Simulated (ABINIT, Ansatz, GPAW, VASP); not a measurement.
## Code comparison for Pt (Fm-3m, 1 atom in the cell)

Self-consistent single point, at a second geometry (lattice scaled by 0.98). First geometry:

```yaml
crystal:
  lattice:
    - [0.00000, 1.96000, 1.96000]
    - [1.96000, 0.00000, 1.96000]
    - [1.96000, 1.96000, 0.00000]
  atoms:
    - { symbol: Pt, position: [0.00000, 0.00000, 0.00000] }
```

Shared settings, as Ansatz (a quantum-chemistry and plane-wave program) writes them: kpoints.mp_grid.grid = 12 12 12; scf.occupations.method = gaussian; scf.occupations.width = 0.01 Ry. Potentials and cutoffs stand in the table.

| code | model | ΔF from the first geometry (meV/atom) | pressure (GPa) | cutoff |
|---|---|---|---|---|
| Ansatz | PBE, default PAW files | 114.9 | 32.09 | default |
| VASP | PBE, VASP's PBE PAW potentials (set 64) | 112.0 | 30.74 | 300 eV |
| ABINIT | PBE, PAW (JTH v2.0 PBE PAW) | 120.4 | 33.29 | 21 Ha |
| GPAW | PBE, GPAW PAW datasets PBE (gpaw-data 1.0.1) | 111.6 | 31.38 | 600 eV |

For VASP (by 0.8 GPa) the energy change implies a higher mean pressure, against the two pressures, than for the other programs: a sign of finite-basis (Pulay) stress.

On Ansatz's run: spin-orbit coupling is off. Spin polarisation is off.

The spread over the programs that give each value: ΔF from the first geometry within 8.8 meV/atom; pressure within 2.55 GPa.

Ansatz's pressure is given at a fixed set of plane waves, as the other plane-wave codes print theirs; with its correction for the finite basis it is 32.18 GPa. In the pressure, ABINIT (by 1.56) lies more than 1 GPa from the median of the plane-wave programs.

VASP's run is marked for a possible Pulay error in its stress at this cutoff; no cutoff test was made.

The starting cell has typed, rounded lattice constants, without a prior relaxation at this level. For this run, on top of that: lattice scaled by 0.98.

Left out of this page: Quantum ESPRESSO, CP2K, Elk, FLEUR and SIESTA (not drawn, or without a comparable value).

Keys are those of Ansatz 0.2.
